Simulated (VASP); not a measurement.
Computed with PBEsol GGA, VASP's PBE PAW potentials (set 64) (plane waves; VASP).

VASP ran on this input.

### INCAR
```
LASPH = T   ! aspherical one-centre terms
EDIFF = 1E-6   ! SCF stop (eV)
IBRION = 2
LREAL = F   ! projection in real space or not
ISIF = 3
PREC = Accurate
ISMEAR = 1
SIGMA = 0.1   ! width (eV)
ENCUT = 500   ! plane-wave cut-off (eV)
GGA = PS
NSW = 40
LCHARG = F
EDIFFG = -0.02   ! ionic stop
SYSTEM = Nb3Sn
ALGO = Normal   ! blocked Davidson
PSTRESS = 200   ! kbar
LMAXMIX = 4
NELM = 100   ! most electronic steps
LWAVE = F
```

KPOINTS:
```
Regular mesh
0
Gamma
6 6 6
```

### POSCAR
```
Nb3Sn
1
    5.0947753481    -0.0000000000    -0.0000000000
   -0.0000000000     5.0947753481    -0.0000000000
   -0.0000000000    -0.0000000000     5.0947753481
Nb Sn
6 2
Direct
  0.2500000000   0.0000000000   0.5000000000
  0.5000000000   0.2500000000   0.0000000000
  0.5000000000   0.7500000000   1.0000000000
  0.7500000000   1.0000000000   0.5000000000
  0.0000000000   0.5000000000   0.7500000000
  0.0000000000   0.5000000000   0.2500000000
  0.5000000000   0.5000000000   0.5000000000
  1.0000000000   1.0000000000   0.0000000000
```

POTCAR, in this order: Nb_sv Sn_d (PBE.64 set). Program: vasp_std.

The run wrote:

### OUTCAR
```
 ion  position               nearest neighbor table
   1  0.250  0.000  0.500-   4 2.55   4 2.55   8 2.85   8 2.85   7 2.85   7 2.85
   2  0.500  0.250  0.000-   3 2.55   3 2.55   8 2.85   7 2.85   7 2.85   8 2.85
   3  0.500  0.750  0.000-   2 2.55   2 2.55   8 2.85   7 2.85   7 2.85   8 2.85
   4  0.750  0.000  0.500-   1 2.55   1 2.55   8 2.85   8 2.85   7 2.85   7 2.85
   5  0.000  0.500  0.750-   6 2.55   6 2.55   8 2.85   7 2.85   8 2.85   7 2.85
   6  0.000  0.500  0.250-   5 2.55   5 2.55   8 2.85   7 2.85   8 2.85   7 2.85
   7  0.500  0.500  0.500-   1 2.85   2 2.85   3 2.85   4 2.85   5 2.85   6 2.85   2 2.85   3 2.85
                             1 2.85   4 2.85   5 2.85   6 2.85
   8  0.000  0.000  0.000-   1 2.85   2 2.85   3 2.85   4 2.85   5 2.85   6 2.85   1 2.85   4 2.85
                             5 2.85   6 2.85   2 2.85   3 2.85
  LATTYP: Found a simple cubic cell.
 ALAT       =     5.0947753481
 Subroutine PRICEL returns:
 Original cell was already a primitive cell.
 Subroutine GETGRP returns: Found 48 space group operations
The static configuration has the point symmetry T_h .
 The point group associated with its full space group is O_h .
The dynamic configuration has the point symmetry T_h .
 Subroutine INISYM returns: Found 48 space group operations
 Subroutine IBZKPT returns following result:
 Found     20 irreducible k-points:

 Following reciprocal coordinates:
            Coordinates               Weight
  0.000000  0.000000  0.000000      1.000000
  0.166667  0.000000  0.000000      6.000000
  0.333333  0.000000  0.000000      6.000000
  0.500000  0.000000  0.000000      3.000000
  0.166667  0.166667  0.000000     12.000000
  0.333333  0.166667  0.000000     24.000000
  0.500000  0.166667  0.000000     12.000000
  0.333333  0.333333  0.000000     12.000000
  0.500000  0.333333  0.000000     12.000000
  0.500000  0.500000  0.000000      3.000000
  0.166667  0.166667  0.166667      8.000000
  0.333333  0.166667  0.166667     24.000000
  0.500000  0.166667  0.166667     12.000000
  0.333333  0.333333  0.166667     24.000000
  0.500000  0.333333  0.166667     24.000000
...
```

**OSZICAR**
```
       N       E                     dE             d eps       ncg     rms          rms(c)
DAV:   1     0.183130849853E+04    0.18313E+04   -0.50218E+04  2627   0.226E+03
DAV:   2     0.222510136773E+03   -0.16088E+04   -0.15741E+04  2568   0.829E+02
DAV:   3    -0.423846800022E+02   -0.26489E+03   -0.25516E+03  3298   0.284E+02
DAV:   4    -0.752812250521E+02   -0.32897E+02   -0.31955E+02  3912   0.872E+01
DAV:   5    -0.779628957943E+02   -0.26817E+01   -0.26570E+01  4528   0.216E+01    0.218E+01
DAV:   6    -0.754565733812E+02    0.25063E+01   -0.81216E+00  3633   0.154E+01    0.757E+00
DAV:   7    -0.751845820536E+02    0.27199E+00   -0.19584E+00  4000   0.735E+00    0.278E+00
DAV:   8    -0.751898681082E+02   -0.52861E-02   -0.26727E-01  4041   0.280E+00    0.558E-01
DAV:   9    -0.751909088712E+02   -0.10408E-02   -0.40481E-02  4024   0.114E+00    0.407E-01
DAV:  10    -0.751916082485E+02   -0.69938E-03   -0.63273E-03  4249   0.402E-01    0.660E-02
DAV:  11    -0.751915529874E+02    0.55261E-04   -0.44826E-04  3608   0.109E-01    0.264E-02
DAV:  12    -0.751915416411E+02    0.11346E-04   -0.42226E-05  3913   0.412E-02    0.419E-03
DAV:  13    -0.751915410872E+02    0.55393E-06   -0.41988E-06  2488   0.118E-02
   1 F= -.58683538E+02 E0= -.58683127E+02  d E =-.586835E+02
```

File OUTCAR:
```
------------------------ aborting loop because EDIFF is reached ----------------------------------------
  FORCE on cell =-STRESS in cart. coord.  units (eV):
  Direction    XX          YY          ZZ          XY          YZ          ZX
  --------------------------------------------------------------------------------------
  Total       16.4724638     16.4724638     16.4724638      0.0000000     -0.0000000     -0.0000000
  in kB      199.5694352    199.5694352    199.5694352      0.0000000     -0.0000000     -0.0000000
  external PRESSURE =      -0.4305648 kB  Pullay stress =     200.0000000 kB
  volume of cell :      132.24
      direct lattice vectors                 reciprocal lattice vectors
     5.094775348  0.000000000  0.000000000     0.196279508  0.000000000  0.000000000
     0.000000000  5.094775348  0.000000000     0.000000000  0.196279508  0.000000000
     0.000000000  0.000000000  5.094775348     0.000000000  0.000000000  0.196279508
 POSITION                                       TOTAL-FORCE (eV/Angst)
 -----------------------------------------------------------------------------------
      1.27369      0.00000      2.54739        -0.000000      0.000000     -0.000000
      2.54739      1.27369      0.00000        -0.000000      0.000000      0.000000
      2.54739      3.82108      0.00000         0.000000     -0.000000      0.000000
      3.82108      0.00000      2.54739         0.000000     -0.000000      0.000000
      0.00000      2.54739      3.82108         0.000000     -0.000000      0.000000
      0.00000      2.54739      1.27369        -0.000000      0.000000      0.000000
      2.54739      2.54739      2.54739         0.000000     -0.000000      0.000000
      0.00000      0.00000      0.00000         0.000000     -0.000000      0.000000
 -----------------------------------------------------------------------------------
    total drift:                                0.000000     -0.000000      0.000000
  FREE ENERGIE OF THE ION-ELECTRON SYSTEM (eV)
  ---------------------------------------------------
  free  energy   TOTEN  =       -75.1915410872 eV

  energy  without entropy=      -75.1903080554  energy(sigma->0) =      -75.19113008
  enthalpy is  TOTEN    =       -58.6835384538 eV   P V=       16.5080026333

 reached required accuracy - stopping structural energy minimisation
```
(Selected blocks of OUTCAR.)

The compound is Nb3Sn in the A15 structure. It was relaxed first under an external pressure of 20 GPa.
